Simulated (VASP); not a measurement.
**SiO2 (Quartz): what moves the LDA gap besides the functional**

How far does the LDA gap of SiO2 (Quartz) depend on cutoff, mesh and cell? The starting structure is a measured crystal structure from the Crystallography Open Database. The atoms were first relaxed with LDA in that cell, in a run that isn't shown, and the relaxed structure is the one below.

Calculated with VASP 6.6.1; Kohn-Sham DFT with plane waves and PAW; LDA.

## 1. The starting structure

The structure is trigonal, space group P3_121 (No. 152). The conventional cell has a = 4.916 Å, b = 4.916 Å, c = 5.409 Å, α = 90.00°, β = 90.00°, γ = 120.00°. Nearest to Si lie 4 O at 1.61 Å. O has 2 Si at 1.61 Å nearest. Farther neighbours and most contacts between anions are not listed.

Structure file:

```xyz
9
Lattice="4.9158 0.0000 0.0000 -2.4579 4.2572 0.0000 0.0000 0.0000 5.4091" Properties=species:S:1:pos:R:3 pbc="T T T"
Si    1.1534    1.9978    0.0000
Si   -1.3045    2.2594    3.6061
Si    2.6090    0.0000    1.8030
O     3.5452    1.1422    2.4435
O     2.1540    2.4991    4.2465
O     1.6745    0.6158    0.6405
O    -0.7834    3.6414    2.9656
O     1.0873    3.1150    1.1626
O    -0.3039    1.7581    4.7686
```

## 2. Reference bands

Contents of INCAR:

```
SYSTEM = SiO2
PREC = Accurate
ENCUT = 460
EDIFF = 1E-06
NELM = 100
ISMEAR = 0
SIGMA = 0.03
LREAL = .FALSE.
ALGO = Normal
GGA = CA
NBANDS = 46
LORBIT = 11
LWAVE = .FALSE.
LCHARG = .FALSE.
KPAR = 16
LASPH = .TRUE.
```

Contents of POSCAR:

```
SiO2
1.0
    4.9158000000      0.0000000000      0.0000000000
   -2.4579000000      4.2572076799      0.0000000000
    0.0000000000      0.0000000000      5.4091000000
Si O
3 6
Direct
    0.4692648135      0.4692648135      0.0000000000
    0.0000000000      0.5307351865      0.6666666667
    0.5307351865      0.0000000000      0.3333333333
    0.8553402672      0.2683029818      0.4517397088
    0.7316970182      0.5870372854      0.7850730422
    0.4129627146      0.1446597328      0.1184063755
    0.2683029818      0.8553402672      0.5482602912
    0.5870372854      0.7316970182      0.2149269578
    0.1446597328      0.4129627146      0.8815936245
```

Contents of KPOINTS:

```
Automatic mesh
0
Gamma
6 6 4
0 0 0
```

Contents of KPOINTS_OPT:

```
Line mode
8
Line-mode
Reciprocal
  0.00000000   0.00000000   0.00000000 GAMMA
  0.50000000   0.00000000   0.00000000 M

  0.50000000   0.00000000   0.00000000 M
  0.33333333   0.33333333   0.00000000 K

  0.33333333   0.33333333   0.00000000 K
  0.00000000   0.00000000   0.00000000 GAMMA

  0.00000000   0.00000000   0.00000000 GAMMA
  0.00000000   0.00000000   0.50000000 A

  0.00000000   0.00000000   0.50000000 A
  0.50000000   0.00000000   0.50000000 L

  0.50000000   0.00000000   0.50000000 L
  0.33333333   0.33333333   0.50000000 H

  0.33333333   0.33333333   0.50000000 H
  0.00000000   0.00000000   0.50000000 A

  0.50000000   0.00000000   0.50000000 L
  0.50000000   0.00000000   0.00000000 M

  0.33333333   0.33333333   0.00000000 K
  0.33333333   0.33333333   0.50000000 H
```

Potentials, in the order of the species: Si and O (LDA family, release 64).

Launch:

```
> mpirun -np 16 vasp_std
```

The log of the run:

```text
[banner, memory and clock lines left out]
running   16 mpi-ranks, on    1 nodes
 distrk:  each k-point on    1 cores,   16 groups
 distr:  one band on    1 cores,    1 groups

 POSCAR found type information on POSCAR SiO
 POSCAR found :  2 types and       9 ions
|                                                                             |
|           W    W    AA    RRRRR   N    N  II  N    N   GGGG   !!!           |
|           W    W   A  A   R    R  NN   N  II  NN   N  G    G  !!!           |
|           W    W  A    A  R    R  N N  N  II  N N  N  G       !!!           |
|           W WW W  AAAAAA  RRRRR   N  N N  II  N  N N  G  GGG   !            |
|           WW  WW  A    A  R   R   N   NN  II  N   NN  G    G                |
|           W    W  A    A  R    R  N    N  II  N    N   GGGG   !!!           |
|                                                                             |
|     For optimal performance we recommend to set                             |
|       NCORE = 2 up to number-of-cores-per-socket                            |
|     NCORE specifies how many cores store one orbital (NPAR=cpu/NCORE).      |
|     This setting can greatly improve the performance of VASP for DFT.       |
|     The default, NCORE=1 might be grossly inefficient on modern             |
|     multi-core architectures or massively parallel machines. Do your        |
|     Unfortunately you need to use the default for GW and RPA                |
|     calculations (for HF NCORE is supported but not extensively tested      |
|     yet).                                                                   |
|                                                                             |

 LDA part: xc-table for (Slater(with rela. corr.)+CA(PZ))
 , standard interpolation
 POSCAR, INCAR and KPOINTS ok, starting setup
 FFT: planning ... GRIDC
 FFT: planning ... GRID_SOFT
 FFT: planning ... GRID
 WAVECAR not read
 entering main loop
       N       E                     dE             d eps       ncg     rms          rms(c)
DAV:   1     0.196239830762E+03    0.19624E+03   -0.22624E+04  2208   0.882E+02
DAV:   2    -0.747133962859E+02   -0.27095E+03   -0.26177E+03  2668   0.232E+02
DAV:   3    -0.877195533229E+02   -0.13006E+02   -0.12916E+02  2696   0.493E+01
DAV:   4    -0.878241512692E+02   -0.10460E+00   -0.10457E+00  2530   0.496E+00
DAV:   5    -0.878251625279E+02   -0.10113E-02   -0.10112E-02  2702   0.460E-01    0.259E+01
DAV:   6    -0.781790440244E+02    0.96461E+01   -0.22385E+01  2376   0.230E+01    0.134E+01
DAV:   7    -0.780348822484E+02    0.14416E+00   -0.84376E-01  2502   0.374E+00    0.444E+00
DAV:   8    -0.779469242735E+02    0.87958E-01   -0.49654E-02  2656   0.127E+00    0.175E+00
DAV:   9    -0.779294171879E+02    0.17507E-01   -0.16934E-02  2646   0.727E-01    0.249E-01
DAV:  10    -0.779298139492E+02   -0.39676E-03   -0.71076E-04  2468   0.118E-01    0.747E-02
DAV:  11    -0.779298274818E+02   -0.13533E-04   -0.68390E-05  2600   0.454E-02    0.740E-03
DAV:  12    -0.779298273348E+02    0.14691E-06   -0.52645E-06  2622   0.989E-03
   1 F= -.77929827E+02 E0= -.77929827E+02  d E =-.561824E-23
 Start KPOINTS_OPT (optional k-point list driver)
k-point batch [1-24\72]
       N       E                     dE             ncg
DAV:   1    -0.475767067837E+03   -0.18726E+05     2208
DAV:   2    -0.651918129633E+04   -0.60434E+04     2690
DAV:   3    -0.682717570642E+04   -0.30799E+03     2752
DAV:   4    -0.682967009069E+04   -0.24944E+01     2576
DAV:   5    -0.682969572622E+04   -0.25636E-01     2700
DAV:   6    -0.682969614227E+04   -0.41605E-03     2672
DAV:   7    -0.682969615081E+04   -0.85455E-05     2428
DAV:   8    -0.682969615113E+04   -0.31429E-06     1920
[...]
k-point batch [49-72\72]
       N       E                     dE             ncg
DAV:   1    -0.422151801505E+03   -0.28675E+05     2216
DAV:   2    -0.653255276766E+04   -0.61104E+04     2672
DAV:   3    -0.682907246604E+04   -0.29652E+03     2722
DAV:   4    -0.683148512584E+04   -0.24127E+01     2604
DAV:   5    -0.683151000594E+04   -0.24880E-01     2666
DAV:   6    -0.683151041597E+04   -0.41003E-03     2730
DAV:   7    -0.683151042461E+04   -0.86342E-05     2412
DAV:   8    -0.683151042491E+04   -0.29960E-06     1986
```

Run time: 14 s. Hardware: 16 MPI ranks of Intel Xeon 6975P-C (Granite Rapids), shared host; peak memory 4.6 GiB; 2.9 min of CPU time.

The logs omit lines about the potential files and the build; timing stands in the text.

From OUTCAR (step 2):

```text
ion  position               nearest neighbor table
   1  0.469  0.469  0.000-   6 1.61   9 1.61   8 1.61   5 1.61   3 3.06   3 3.06   2 3.06   2 3.06

  LATTYP: Found a hexagonal cell.
 ALAT       =     4.9158000000
 C/A-ratio  =     1.1003498922

 Subroutine GETGRP returns: Found  6 space group operations
 (whereof  2 operations were pure point group operations)

The static configuration has the point symmetry C_2 .
 The point group associated with its full space group is D_3 .

 Found     24 irreducible k-points:

   k-points           NKPTS =     24   k-points in BZ     NKDIM =     24   number of bands    NBANDS=     46

   dimension x,y,z NGX =    36 NGY =   36 NGZ =   40
   dimension x,y,z NGXF=    72 NGYF=   72 NGZF=   80

   ENCUT  =  460.0 eV  33.81 Ry    5.81 a.u.   8.60  8.60  9.46*2*pi/ulx,y,z

   NELECT =      48.0000    total number of electrons

 k-points in reciprocal lattice and weights: Automatic mesh
   0.00000000  0.00000000  0.00000000       0.007
   0.16666667  0.00000000  0.00000000       0.042
   0.33333333 -0.00000000  0.00000000       0.042
   0.50000000  0.00000000  0.00000000       0.021
   0.16666667  0.16666667  0.00000000       0.042
   0.33333333  0.16666667  0.00000000       0.083
   0.33333333  0.33333333  0.00000000       0.014
   0.00000000  0.00000000  0.25000000       0.014
   0.16666667  0.00000000  0.25000000       0.042
[...]
0.33333333  0.16666667  0.50000000       0.083
   0.33333333  0.33333333  0.50000000       0.014

 average (electrostatic) potential at core
       1 -88.1358       2 -88.1358       3 -88.1358       4 -73.5358       5 -73.5359
       6 -73.5359       7 -73.5358       8 -73.5359       9 -73.5359

 E-fermi :   1.0448

 k-point     1 :       0.0000    0.0000    0.0000
  band No.  band energies     occupation
    ...
     20      -0.1793      2.00000
     21      -0.1793      2.00000
     22       0.1391      2.00000
     23       0.5175      2.00000
     24       0.5175      2.00000
     25       6.5762      0.00000
     26       9.8314      0.00000
     27       9.8314      0.00000
     28      10.3151      0.00000
     29      10.3151      0.00000
    ...

 k-point     2 :       0.1667    0.0000    0.0000
  band No.  band energies     occupation
    ...
     20      -0.2380      2.00000
     21      -0.1770      2.00000
     22       0.0400      2.00000
     23       0.5764      2.00000
     24       0.6110      2.00000
     25       7.0018      0.00000
     26       9.8205      0.00000
     27       9.8846      0.00000
     28      10.3436      0.00000
     29      10.4545      0.00000
    ...

 k-point     3 :       0.3333   -0.0000    0.0000
  band No.  band energies     occupation
    ...
     20      -0.2776      2.00000
     21      -0.1967      2.00000
     22       0.0062      2.00000
     23       0.5957      2.00000
     24       0.7508      2.00000
     25       8.0022      0.00000
     26       9.8819      0.00000
     27       9.9786      0.00000
     28      10.4584      0.00000
     29      10.8020      0.00000
    ...

  Total       -0.7875839     -0.7875839     -0.7490442      0.0000000      0.0000000      0.0000000
  in kB      -11.1471380    -11.1471380    -10.6016622      0.0000000      0.0000000      0.0000000
  external PRESSURE =     -10.9653127 kB  Pullay stress =       0.0000000 kB

  energy-cutoff  :      460.00
  volume of cell :      113.20
      direct lattice vectors                 reciprocal lattice vectors
     4.915800000  0.000000000  0.000000000     0.203425689  0.117447876  0.000000000
    -2.457900000  4.257207680  0.000000000     0.000000000  0.234895752  0.000000000
     0.000000000  0.000000000  5.409100000     0.000000000  0.000000000  0.184873639

 POSITION                                       TOTAL-FORCE (eV/Angst)
 -----------------------------------------------------------------------------------
      1.15341      1.99776      0.00000        -0.009111     -0.015780     -0.000000
     -1.30449      2.25945      3.60607        -0.009111      0.015780     -0.000000
      2.60899      0.00000      1.80303         0.018222      0.000000     -0.000000
      3.54522      1.14222      2.44351        -0.005952      0.007196     -0.010624
      2.15400      2.49914      4.24654        -0.003256     -0.008752     -0.010624
      1.67448      0.61585      0.64047         0.009207      0.001556     -0.010624
     -0.78342      3.64136      2.96559         0.009207     -0.001556      0.010624
      1.08732      3.11499      1.16256        -0.005952     -0.007196      0.010624
     -0.30390      1.75807      4.76863        -0.003256      0.008752      0.010624
 -----------------------------------------------------------------------------------
    total drift:                                0.000013      0.000022     -0.000001

  FREE ENERGIE OF THE ION-ELECTRON SYSTEM (eV)
  ---------------------------------------------------
  free  energy   TOTEN  =       -77.9298273348 eV

  energy  without entropy=      -77.9298273348  energy(sigma->0) =      -77.92982733

 total charge
# of ion       s       p       d       tot
------------------------------------------
    1        0.654   1.025   0.000   1.679
    2        0.654   1.025   0.000   1.679
    3        0.654   1.025   0.000   1.679
    4        1.547   3.686   0.000   5.234
    5        1.547   3.686   0.000   5.234
    6        1.547   3.686   0.000   5.234
    7        1.547   3.686   0.000   5.234
    8        1.547   3.686   0.000   5.234
    9        1.547   3.686   0.000   5.234
--------------------------------------------------
tot         11.245  25.192   0.000  36.437

[... 3 further parts left out ...]
```

The reference gap is 5.732 eV.

## 3. Bands with cell and atoms relaxed by LDA

Against step 2 the input has another starting structure. The cell comes from a relaxation at this level, not shown (110.18 Å³).

INCAR is that of step 2.

Contents of POSCAR:

```
SiO2
1.0
    4.8675861203      0.0000000000      0.0000000000
   -2.4337930602      4.2154532353      0.0000000000
    0.0000000000      0.0000000000      5.3695014461
Si O
3 6
Direct
    0.4640218524      0.4640218524      0.0000000000
    0.0000000000      0.5359781476      0.6666666667
    0.5359781476      0.0000000000      0.3333333333
    0.8657893722      0.2771893988      0.4449543892
    0.7228106012      0.5885999733      0.7782877226
    0.4114000267      0.1342106278      0.1116210559
    0.2771893988      0.8657893722      0.5550456108
    0.5885999733      0.7228106012      0.2217122774
    0.1342106278      0.4114000267      0.8883789441
```

KPOINTS is that of step 2.

KPOINTS_OPT is that of step 2.

Launch:

```
> mpirun -np 16 vasp_std
```

The log of the run:

```text
[banner, memory and clock lines left out]
running   16 mpi-ranks, on    1 nodes
[...]
[... a notice as in an earlier step ...]

 LDA part: xc-table for (Slater(with rela. corr.)+CA(PZ))
 , standard interpolation
 POSCAR, INCAR and KPOINTS ok, starting setup
[...]
entering main loop
       N       E                     dE             d eps       ncg     rms          rms(c)
DAV:   1     0.193337854792E+03    0.19334E+03   -0.22535E+04  2208   0.879E+02
DAV:   2    -0.750196421050E+02   -0.26836E+03   -0.25922E+03  2696   0.233E+02
DAV:   3    -0.876224234396E+02   -0.12603E+02   -0.12518E+02  2688   0.486E+01
DAV:   4    -0.877206378023E+02   -0.98214E-01   -0.98187E-01  2584   0.483E+00
[...]
DAV:  10    -0.779318297606E+02   -0.34616E-03   -0.70887E-04  2450   0.119E-01    0.752E-02
DAV:  11    -0.779318386514E+02   -0.88908E-05   -0.64535E-05  2654   0.444E-02    0.845E-03
DAV:  12    -0.779318383131E+02    0.33821E-06   -0.53940E-06  2614   0.101E-02
   1 F= -.77931838E+02 E0= -.77931838E+02  d E =-.195141E-22
 Start KPOINTS_OPT (optional k-point list driver)
k-point batch [1-24\72]
       N       E                     dE             ncg
DAV:   1    -0.200335359809E+03   -0.19034E+05     2208
DAV:   2    -0.625353073656E+04   -0.60532E+04     2688
DAV:   3    -0.655376804096E+04   -0.30024E+03     2736
DAV:   4    -0.655618283233E+04   -0.24148E+01     2576
DAV:   5    -0.655620722652E+04   -0.24394E-01     2720
DAV:   6    -0.655620761759E+04   -0.39108E-03     2662
DAV:   7    -0.655620762557E+04   -0.79786E-05     2446
DAV:   8    -0.655620762586E+04   -0.28830E-06     1902
[...]
k-point batch [49-72\72]
       N       E                     dE             ncg
DAV:   1    -0.218632419044E+03   -0.29055E+05     2208
DAV:   2    -0.626034223634E+04   -0.60417E+04     2646
DAV:   3    -0.655574525304E+04   -0.29540E+03     2704
DAV:   4    -0.655810973299E+04   -0.23645E+01     2604
DAV:   5    -0.655813343229E+04   -0.23699E-01     2678
DAV:   6    -0.655813381312E+04   -0.38083E-03     2716
DAV:   7    -0.655813382090E+04   -0.77800E-05     2374
DAV:   8    -0.655813382120E+04   -0.29601E-06     1994
```

Run time: 14 s. Hardware: 16 MPI ranks; peak memory 4.5 GiB; 2.8 min of CPU time.

Parts of OUTCAR (step 3):

```text
  Total       -0.3816354     -0.3816354     -0.3787651      0.0000000     -0.0000000      0.0000000
  in kB       -5.5496725     -5.5496725     -5.5079334      0.0000000     -0.0000000      0.0000000
  external PRESSURE =      -5.5357595 kB  Pullay stress =       0.0000000 kB

 POSITION                                       TOTAL-FORCE (eV/Angst)
 -----------------------------------------------------------------------------------
      1.12933      1.95606      0.00000         0.000730      0.001264      0.000000
     -1.30446      2.25939      3.57967         0.000730     -0.001264      0.000000
      2.60892      0.00000      1.78983        -0.001459     -0.000000      0.000000
      3.53968      1.16848      2.38918         0.000060     -0.004651      0.002965
      2.08581      2.48122      4.17902         0.003997      0.002378      0.002965
      1.67588      0.56576      0.59935        -0.004058      0.002273      0.002965
     -0.75791      3.64969      2.98032        -0.004058     -0.002273     -0.002965
      1.10589      3.04697      1.19048         0.000060      0.004651     -0.002965
     -0.34798      1.73424      4.77015         0.003997     -0.002378     -0.002965
 -----------------------------------------------------------------------------------
    total drift:                                0.000016      0.000027      0.000000

  FREE ENERGIE OF THE ION-ELECTRON SYSTEM (eV)
  ---------------------------------------------------
  free  energy   TOTEN  =       -77.9318383131 eV

  energy  without entropy=      -77.9318383131  energy(sigma->0) =      -77.93183831

[... 1 part as in an earlier step ...]

[... 2 further parts left out ...]
[key lines of the parts left out:]
E-fermi :   1.2648
```

With cell and atoms relaxed by LDA the gap is 5.814 eV, +0.081 eV from the reference.

## 4. Bands with no band path

Against step 2 the input has no band path (also changed: NBANDS).

INCAR: that of step 3 with these lines changed.

```diff
@@ -10,3 +10,3 @@
 GGA = CA
-NBANDS = 46
+NBANDS = 33
 LORBIT = 11
```

Contents of POSCAR:

```
SiO2
1.0
    4.9158000000      0.0000000000      0.0000000000
   -2.4579000000      4.2572076799      0.0000000000
    0.0000000000      0.0000000000      5.4091000000
Si O
3 6
Direct
    0.4692648135      0.4692648135      0.0000000000
    0.0000000000      0.5307351865      0.6666666667
    0.5307351865      0.0000000000      0.3333333333
    0.8553402672      0.2683029818      0.4517397088
    0.7316970182      0.5870372854      0.7850730422
    0.4129627146      0.1446597328      0.1184063755
    0.2683029818      0.8553402672      0.5482602912
    0.5870372854      0.7316970182      0.2149269578
    0.1446597328      0.4129627146      0.8815936245
```

KPOINTS is that of step 3.

Launch:

```
> mpirun -np 16 vasp_std
```

The log of the run:

```text
[... set-up lines as in an earlier step ...]
 entering main loop
       N       E                     dE             d eps       ncg     rms          rms(c)
DAV:   1     0.251217450980E+03    0.25122E+03   -0.23764E+04  1584   0.122E+03
DAV:   2    -0.710920883268E+02   -0.32231E+03   -0.31237E+03  2045   0.295E+02
DAV:   3    -0.876436420730E+02   -0.16552E+02   -0.16492E+02  2008   0.720E+01
DAV:   4    -0.878223331186E+02   -0.17869E+00   -0.17853E+00  1991   0.840E+00
[...]
DAV:  11    -0.779298274133E+02    0.69656E-04   -0.55963E-04  1984   0.139E-01    0.194E-02
DAV:  12    -0.779298272675E+02    0.14580E-06   -0.13127E-05  1966   0.216E-02    0.614E-03
DAV:  13    -0.779298273409E+02   -0.73425E-07   -0.24050E-06  1568   0.885E-03
   1 F= -.77929827E+02 E0= -.77929827E+02  d E =-.838418E-16
```

The job ended after 6 s (16 MPI ranks; peak memory 3.5 GiB; 69 s of CPU time).

From OUTCAR (step 4):

```text
  Total       -0.8029269     -0.8029269     -0.7638954      0.0000000      0.0000000      0.0000000
  in kB      -11.3642966    -11.3642966    -10.8118599      0.0000000      0.0000000      0.0000000
  external PRESSURE =     -11.1801511 kB  Pullay stress =       0.0000000 kB

 POSITION                                       TOTAL-FORCE (eV/Angst)
 -----------------------------------------------------------------------------------
      1.15341      1.99776      0.00000        -0.009092     -0.015747      0.000000
     -1.30449      2.25945      3.60607        -0.009092      0.015747      0.000000
      2.60899      0.00000      1.80303         0.018183      0.000000      0.000000
      3.54522      1.14222      2.44351        -0.005615      0.007169     -0.010850
      2.15400      2.49914      4.24654        -0.003401     -0.008447     -0.010850
      1.67448      0.61585      0.64047         0.009016      0.001278     -0.010850
     -0.78342      3.64136      2.96559         0.009016     -0.001278      0.010850
      1.08732      3.11499      1.16256        -0.005615     -0.007169      0.010850
     -0.30390      1.75807      4.76863        -0.003401      0.008447      0.010850
 -----------------------------------------------------------------------------------
    total drift:                                0.000013      0.000022     -0.000001

  FREE ENERGIE OF THE ION-ELECTRON SYSTEM (eV)
  ---------------------------------------------------
  free  energy   TOTEN  =       -77.9298273409 eV

  energy  without entropy=      -77.9298273409  energy(sigma->0) =      -77.92982734

[... 1 part as in an earlier step ...]

[... 2 further parts left out ...]
[key lines of the parts left out:]
E-fermi :   1.0043
```

With no band path the gap is 5.733 eV, +0.000 eV from the reference, read on the mesh alone.

(Part 1 of 2 ends here.)

[Lines on the potential files, build, host, timing and source positions are cut from VASP's logs without a mark.]

[Logs are printed without paths, hosts, clocks, repeated set-up lines and the standing remarks that a program may print on its own settings, such as how far it seeks lower states.]

[Hosts, paths, dates, database ids (printed as entryN), source tags and the programs' standing remarks are cut or masked in the printed files.]
